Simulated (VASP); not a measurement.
All values below come from PBEsol GGA, VASP's PBE PAW potentials (set 64) (plane waves; VASP).

The input files of a VASP run:

**POSCAR**
```
Cd3ZnTe4
1
    6.3796651134    -0.0000000000     0.0000000000
   -0.0000000000     6.3796651134    -0.0000000000
    0.0000000000    -0.0000000000     6.3796651134
Zn Te Cd
1 4 3
Direct
  0.0000000000   1.0000000000   1.0000000000
  0.2392036071   0.2392036071   0.2392036071
  0.7607963929   0.7607963929   0.2392036071
  0.7607963929   0.2392036071   0.7607963929
  0.2392036071   0.7607963929   0.7607963929
  0.5000000000   0.5000000000   1.0000000000
  0.5000000000   1.0000000000   0.5000000000
  0.0000000000   0.5000000000   0.5000000000
```

INCAR:
```
SYSTEM = Cd3ZnTe4
PREC = Accurate
ENCUT = 400
EDIFF = 1E-6
NELM = 100
ALGO = Normal
LREAL = .FALSE.
LASPH = .TRUE.
ISMEAR = 0
SIGMA = 0.05
GGA = PS
LMAXMIX = 4
LWAVE = .FALSE.
LCHARG = .FALSE.
IBRION = 2
ISIF = 3
NSW = 60
EDIFFG = -0.02
```

File KPOINTS:
```
Automatic mesh
0
Gamma
3 3 3
0 0 0
```

POTCAR, in this order: Zn Te Cd (PBE.64 set). Program: vasp_std.

Unless said otherwise, spin-orbit coupling is left out, though it shifts the bands of the heavy elements here.

**Question.** Predict the energy per atom (σ→0), volume per atom, band gap (on the k-mesh).

**Answer.** 
```yaml
energy per atom (σ→0): -2.787 eV/atom
band gap (on the k-mesh): 0.76 eV
volume_per_atom: 32.40 Å³/atom
```

OSZICAR:
```
...
       N       E                     dE             d eps       ncg     rms          rms(c)
DAV:   1    -0.222947063055E+02   -0.18913E-02   -0.37864E-02   377   0.164E+00    0.310E-01
DAV:   2    -0.222931583041E+02    0.15480E-02   -0.54257E-03   383   0.841E-01    0.101E-01
DAV:   3    -0.222929982350E+02    0.16007E-03   -0.45701E-04   374   0.144E-01    0.853E-02
DAV:   4    -0.222929692494E+02    0.28986E-04   -0.44122E-05   353   0.412E-02    0.293E-02
DAV:   5    -0.222929656886E+02    0.35607E-05   -0.12938E-05   383   0.226E-02    0.108E-02
DAV:   6    -0.222929659165E+02   -0.22782E-06   -0.10642E-06   190   0.610E-03
   2 F= -.22292966E+02 E0= -.22292966E+02  d E =-.150818E-03
```

The structure was generated: Cd3ZnTe4 was put into an ordered model structure (P-43m), which need not be its known phase. This run relaxes it. Symmetry was kept, so distortions that lower it aren't found. The start is the result of an earlier pass.
